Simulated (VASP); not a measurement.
# Quasiparticle energies of BP in VASP, part 2 of 8

Wanted: how far GW moves the Kohn-Sham levels of BP. The cell is of the zinc-blende type. The start is a cell from a database of measured crystal structures.

VASP 6.6.1, plane waves and PAW; the level of theory is named at each step.

So far. Step 2 (Empty bands, functional PBE): WAVECAR now holds 152 bands for 8 electrons. Its independent-particle dielectric tensor has xx, yy, zz = 10.7, 10.7, 10.7 on this mesh, which isn't tested for convergence; a coarse zone-centred mesh tends to overstate it, local fields are missing, and the same mesh feeds the screening.

### Step 3. evGW0

This step: evGW0 on PBE; plane waves and PAW (P_GW, B_GW) (VASP 6.6.1).

The lowest NBANDSGW levels in G are updated for four passes while W stays fixed, so the result depends less on the starting levels.

INCAR reads:

```
SYSTEM = BP
PREC = Accurate
ENCUT = 340
ISMEAR = 0
SIGMA = 0.01
LREAL = .FALSE.
GGA = PE
NBANDS = 152
ALGO = EVGW0
NELMGW = 4
ENCUTGW = 200
NOMEGA = 64
PRECFOCK = Fast
NBANDSGW = 16
LWAVE = .FALSE.
LCHARG = .FALSE.
```

POSCAR reads:

```
BP
1.0
    0.0000000000      2.2690000000      2.2690000000
    2.2690000000      0.0000000000      2.2690000000
    2.2690000000      2.2690000000      0.0000000000
P B
1 1
Direct
    0.7500000000      0.7500000000      0.7500000000
    0.0000000000      0.0000000000      0.0000000000
```

KPOINTS reads:

```
Automatic mesh
0
Gamma
6 6 6
0 0 0
```

PAW data sets: P_GW and B_GW (PBE family, release 64).

Command:

```
$ mpirun -np 8 vasp_std
```

The program printed:

```text
[banner, memory and clock lines left out]
running    8 mpi-ranks, on    1 nodes
 distrk:  each k-point on    8 cores,    1 groups
 distr:  one band on    1 cores,    8 groups

 POSCAR found type information on POSCAR P B
 POSCAR found :  2 types and       2 ions
 [... a notice as in an earlier step ...]

|                                                                             |
|           W    W    AA    RRRRR   N    N  II  N    N   GGGG   !!!           |
|           W    W   A  A   R    R  NN   N  II  NN   N  G    G  !!!           |
|           W    W  A    A  R    R  N N  N  II  N N  N  G       !!!           |
|           W WW W  AAAAAA  RRRRR   N  N N  II  N  N N  G  GGG   !            |
|           WW  WW  A    A  R   R   N   NN  II  N   NN  G    G                |
|           W    W  A    A  R    R  N    N  II  N    N   GGGG   !!!           |
|                                                                             |
|     The default for ENCUTGWSOFT is different in this version of VASP.       |
|     please manually set ENCUTGWSOFT =200 in the INCAR file.                 |
|                                                                             |

 LDA part: xc-table for (Slater+PW92), standard interpolation
 found WAVECAR, reading the header
 POSCAR, INCAR and KPOINTS ok, starting setup
 FFT: planning ... GRIDC
 FFT: planning ... GRID_SOFT
 FFT: planning ... GRID
 reading WAVECAR
 the WAVECAR file was read successfully
 initial charge from wavefunction
 available memory per node:     68.32 GB, setting MAXMEM to     69961

 The Fermi energy was updated, please check that it is located mid-gap
 values below the HOMO (VB) or above the LUMO (CB) will cause erroneous energies
 E-fermi :   7.8053

 calculate exact exchange contribution
 the WAVEDER file was read successfully
energies w=
    0.000    0.000    0.585    0.000    1.168    0.000    1.748    0.000
    2.325    0.000    2.897    0.000    3.463    0.000    4.023    0.000
    4.575    0.000    5.120    0.000    5.658    0.000    6.188    0.000
    6.711    0.000    7.226    0.000    7.736    0.000    8.239    0.000
    8.737    0.000    9.231    0.000    9.721    0.000   10.208    0.000
   10.693    0.000   11.178    0.000   11.663    0.000   12.149    0.000
   12.638    0.000   13.131    0.000   13.629    0.000   14.134    0.000
   14.647    0.000   15.169    0.000   15.704    0.000   16.252    0.000
   16.816    0.000   17.398    0.000   18.002    0.000   18.629    0.000
   19.284    0.000   19.969    0.000   20.691    0.000   21.452    0.000
   22.261    0.000   23.122    0.000   24.044    0.000   25.036    0.000
   26.111    0.000   27.280    0.000   28.560    0.000   29.971    0.000
   31.537    0.000   33.288    0.000   35.264    0.000   37.513    0.000
   40.100    0.000   43.110    0.000   46.659    0.000   50.909    0.000
   56.089    0.000   62.543    0.000   70.801    0.000   81.734    0.000
   96.872    0.000  119.181    0.000  155.260    0.000  223.360    0.000
 responsefunction array rank=     176
 LDA part: xc-table for (Slater+PW92), standard interpolation

 min. memory requirement per mpi rank    148.0 MB, per node   1184.0 MB

 allocating   8 responsefunctions rank=   176
 shmem allocating  64 responsefunctions rank=   176
 response function shared by NCSHMEM nodes    1
 Doing            8  frequencies on each core in blocks of           64
NQ=   1    0.0000    0.0000    0.0000,
|.........|.........|.........|.........|.........|.........|.........|.........
 performed        333000 updates of chi_q(r,r)
 total number of BLAS operations         76.22 Gflops
NQ=   2    0.1667    0.0000    0.0000,
|.........|.........|.........|.........|.........|.........|.........|.........
 performed        997000 updates of chi_q(r,r)
 total number of BLAS operations        200.62 Gflops
NQ=   3    0.3333    0.0000    0.0000,
|.........|.........|.........|.........|.........|.........|.........|.........
 performed       1661000 updates of chi_q(r,r)
 total number of BLAS operations        325.03 Gflops
NQ=   4    0.5000    0.0000    0.0000,
|.........|.........|.........|.........|.........|.........|.........|.........
 performed       2208000 updates of chi_q(r,r)
 total number of BLAS operations        431.64 Gflops
NQ=   5    0.1667    0.1667    0.0000,
|.........|.........|.........|.........|.........|.........|.........|.........
 performed       2872000 updates of chi_q(r,r)
 total number of BLAS operations        556.05 Gflops
NQ=   6    0.3333    0.1667    0.0000,
|.........|.........|.........|.........|.........|.........|.........|.........
 performed       3954000 updates of chi_q(r,r)
 total number of BLAS operations        750.92 Gflops
NQ=   7    0.5000    0.1667    0.0000,
|.........|.........|.........|.........|.........|.........|.........|.........
 performed       5036000 updates of chi_q(r,r)
 total number of BLAS operations        951.03 Gflops
NQ=   8   -0.3333    0.1667    0.0000,
|.........|.........|.........|.........|.........|.........|.........|.........
 performed       6118000 updates of chi_q(r,r)
 total number of BLAS operations       1153.77 Gflops
NQ=   9   -0.1667    0.1667    0.0000,
|.........|.........|.........|.........|.........|.........|.........|.........
 performed       7044000 updates of chi_q(r,r)
 total number of BLAS operations       1329.64 Gflops
NQ=  10    0.3333    0.3333    0.0000,
|.........|.........|.........|.........|.........|.........|.........|.........
 performed       7708000 updates of chi_q(r,r)
 total number of BLAS operations       1454.05 Gflops
NQ=  11    0.5000    0.3333    0.0000,
|.........|.........|.........|.........|.........|.........|.........|.........
 performed       8790000 updates of chi_q(r,r)
 total number of BLAS operations       1633.65 Gflops
NQ=  12   -0.3333    0.3333    0.0000,
|.........|.........|.........|.........|.........|.........|.........|.........
 performed       9716000 updates of chi_q(r,r)
 total number of BLAS operations       1783.18 Gflops
NQ=  13    0.5000    0.5000    0.0000,
|.........|.........|.........|.........|.........|.........|.........|.........
 performed      10195000 updates of chi_q(r,r)
 total number of BLAS operations       1869.49 Gflops
NQ=  14    0.5000    0.3333    0.1667,
|.........|.........|.........|.........|.........|.........|.........|.........
 performed      11423000 updates of chi_q(r,r)
 total number of BLAS operations       2090.63 Gflops
NQ=  15   -0.3333    0.3333    0.1667,
|.........|.........|.........|.........|.........|.........|.........|.........
 performed      12573000 updates of chi_q(r,r)
 total number of BLAS operations       2297.75 Gflops
[...]
total number of BLAS operations       2297.75 Gflops
NQ=  16   -0.3333    0.5000    0.1667,
|.........|.........|.........|.........|.........|.........|.........|.........
 performed      13504000 updates of chi_q(r,r)
 total number of BLAS operations       2465.49 Gflops
 resolving degeneracies of screened two electron integrals

 calculate QP shifts <psi_nk| G(iteration)W_0 |psi_nk>: iteration 2
 allocating   8 responsefunctions rank=   176
 shmem allocating  64 responsefunctions rank=   176
 response function shared by NCSHMEM nodes    1
 Doing            8  frequencies on each core in blocks of           64
NQ=   1    0.0000    0.0000    0.0000,
|.........|.........|.........|.........|.........|.........|.........|.........
 performed        333000 updates of chi_q(r,r)
 total number of BLAS operations         76.22 Gflops
NQ=   2    0.1667    0.0000    0.0000,
|.........|.........|.........|.........|.........|.........|.........|.........
 performed        997000 updates of chi_q(r,r)
 total number of BLAS operations        200.62 Gflops
NQ=   3    0.3333    0.0000    0.0000,
|.........|.........|.........|.........|.........|.........|.........|.........
 performed       1661000 updates of chi_q(r,r)
 total number of BLAS operations        325.03 Gflops
NQ=   4    0.5000    0.0000    0.0000,
|.........|.........|.........|.........|.........|.........|.........|.........
 performed       2208000 updates of chi_q(r,r)
 total number of BLAS operations        431.64 Gflops
NQ=   5    0.1667    0.1667    0.0000,
|.........|.........|.........|.........|.........|.........|.........|.........
 performed       2872000 updates of chi_q(r,r)
 total number of BLAS operations        556.05 Gflops
NQ=   6    0.3333    0.1667    0.0000,
|.........|.........|.........|.........|.........|.........|.........|.........
 performed       3954000 updates of chi_q(r,r)
 total number of BLAS operations        750.92 Gflops
NQ=   7    0.5000    0.1667    0.0000,
|.........|.........|.........|.........|.........|.........|.........|.........
 performed       5036000 updates of chi_q(r,r)
 total number of BLAS operations        951.03 Gflops
NQ=   8   -0.3333    0.1667    0.0000,
|.........|.........|.........|.........|.........|.........|.........|.........
 performed       6118000 updates of chi_q(r,r)
 total number of BLAS operations       1153.77 Gflops
NQ=   9   -0.1667    0.1667    0.0000,
|.........|.........|.........|.........|.........|.........|.........|.........
 performed       7044000 updates of chi_q(r,r)
 total number of BLAS operations       1329.64 Gflops
NQ=  10    0.3333    0.3333    0.0000,
|.........|.........|.........|.........|.........|.........|.........|.........
 performed       7708000 updates of chi_q(r,r)
 total number of BLAS operations       1454.05 Gflops
NQ=  11    0.5000    0.3333    0.0000,
|.........|.........|.........|.........|.........|.........|.........|.........
 performed       8790000 updates of chi_q(r,r)
 total number of BLAS operations       1633.65 Gflops
NQ=  12   -0.3333    0.3333    0.0000,
|.........|.........|.........|.........|.........|.........|.........|.........
 performed       9716000 updates of chi_q(r,r)
 total number of BLAS operations       1783.18 Gflops
NQ=  13    0.5000    0.5000    0.0000,
|.........|.........|.........|.........|.........|.........|.........|.........
 performed      10195000 updates of chi_q(r,r)
 total number of BLAS operations       1869.49 Gflops
NQ=  14    0.5000    0.3333    0.1667,
|.........|.........|.........|.........|.........|.........|.........|.........
 performed      11423000 updates of chi_q(r,r)
 total number of BLAS operations       2090.63 Gflops
NQ=  15   -0.3333    0.3333    0.1667,
|.........|.........|.........|.........|.........|.........|.........|.........
 performed      12573000 updates of chi_q(r,r)
 total number of BLAS operations       2297.75 Gflops
NQ=  16   -0.3333    0.5000    0.1667,
|.........|.........|.........|.........|.........|.........|.........|.........
 performed      13504000 updates of chi_q(r,r)
 total number of BLAS operations       2465.49 Gflops
 resolving degeneracies of screened two electron integrals

 calculate QP shifts <psi_nk| G(iteration)W_0 |psi_nk>: iteration 3
 allocating   8 responsefunctions rank=   176
 shmem allocating  64 responsefunctions rank=   176
 response function shared by NCSHMEM nodes    1
 Doing            8  frequencies on each core in blocks of           64
NQ=   1    0.0000    0.0000    0.0000,
|.........|.........|.........|.........|.........|.........|.........|.........
 performed        333000 updates of chi_q(r,r)
 total number of BLAS operations         76.22 Gflops
NQ=   2    0.1667    0.0000    0.0000,
|.........|.........|.........|.........|.........|.........|.........|.........
 performed        997000 updates of chi_q(r,r)
 total number of BLAS operations        200.62 Gflops
NQ=   3    0.3333    0.0000    0.0000,
|.........|.........|.........|.........|.........|.........|.........|.........
 performed       1661000 updates of chi_q(r,r)
 total number of BLAS operations        325.03 Gflops
NQ=   4    0.5000    0.0000    0.0000,
|.........|.........|.........|.........|.........|.........|.........|.........
 performed       2208000 updates of chi_q(r,r)
 total number of BLAS operations        431.64 Gflops
NQ=   5    0.1667    0.1667    0.0000,
|.........|.........|.........|.........|.........|.........|.........|.........
 performed       2872000 updates of chi_q(r,r)
 total number of BLAS operations        556.05 Gflops
NQ=   6    0.3333    0.1667    0.0000,
|.........|.........|.........|.........|.........|.........|.........|.........
 performed       3954000 updates of chi_q(r,r)
 total number of BLAS operations        750.92 Gflops
NQ=   7    0.5000    0.1667    0.0000,
|.........|.........|.........|.........|.........|.........|.........|.........
 performed       5036000 updates of chi_q(r,r)
 total number of BLAS operations        951.03 Gflops
NQ=   8   -0.3333    0.1667    0.0000,
|.........|.........|.........|.........|.........|.........|.........|.........
 performed       6118000 updates of chi_q(r,r)
 total number of BLAS operations       1153.77 Gflops
NQ=   9   -0.1667    0.1667    0.0000,
|.........|.........|.........|.........|.........|.........|.........|.........
 performed       7044000 updates of chi_q(r,r)
 total number of BLAS operations       1329.64 Gflops
NQ=  10    0.3333    0.3333    0.0000,
|.........|.........|.........|.........|.........|.........|.........|.........
 performed       7708000 updates of chi_q(r,r)
 total number of BLAS operations       1454.05 Gflops
NQ=  11    0.5000    0.3333    0.0000,
|.........|.........|.........|.........|.........|.........|.........|.........
 performed       8790000 updates of chi_q(r,r)
 total number of BLAS operations       1633.65 Gflops
NQ=  12   -0.3333    0.3333    0.0000,
|.........|.........|.........|.........|.........|.........|.........|.........
 performed       9716000 updates of chi_q(r,r)
 total number of BLAS operations       1783.18 Gflops
NQ=  13    0.5000    0.5000    0.0000,
|.........|.........|.........|.........|.........|.........|.........|.........
 performed      10195000 updates of chi_q(r,r)
 total number of BLAS operations       1869.49 Gflops
NQ=  14    0.5000    0.3333    0.1667,
|.........|.........|.........|.........|.........|.........|.........|.........
 performed      11423000 updates of chi_q(r,r)
 total number of BLAS operations       2090.63 Gflops
NQ=  15   -0.3333    0.3333    0.1667,
|.........|.........|.........|.........|.........|.........|.........|.........
 performed      12573000 updates of chi_q(r,r)
 total number of BLAS operations       2297.75 Gflops
NQ=  16   -0.3333    0.5000    0.1667,
|.........|.........|.........|.........|.........|.........|.........|.........
 performed      13504000 updates of chi_q(r,r)
 total number of BLAS operations       2465.49 Gflops
 resolving degeneracies of screened two electron integrals

 calculate QP shifts <psi_nk| G(iteration)W_0 |psi_nk>: iteration 4
 entering main loop
```

Run time: 2.4 min. Hardware: 8 MPI ranks of Intel Xeon 6975P-C (Granite Rapids), shared host; peak memory 1.7 GiB.

(Part 2 of 8 ends here.)

[Lines on the potential files, build, host, timing and source positions are cut from VASP's logs without a mark.]

[Logs are printed without paths, hosts, clocks, repeated set-up lines and the standing remarks that a program may print on its own settings, such as how far it seeks lower states.]

[Hosts, paths, dates, database ids (printed as entryN), source tags and the programs' standing remarks are cut or masked in the printed files.]

[Measured values are set beside computed ones only where the two were judged alike; some that the calculation misses by far are left out.]

[Pressures printed for these runs are not shown converged in the cutoff: they can be off by several GPa and have the wrong sign.]
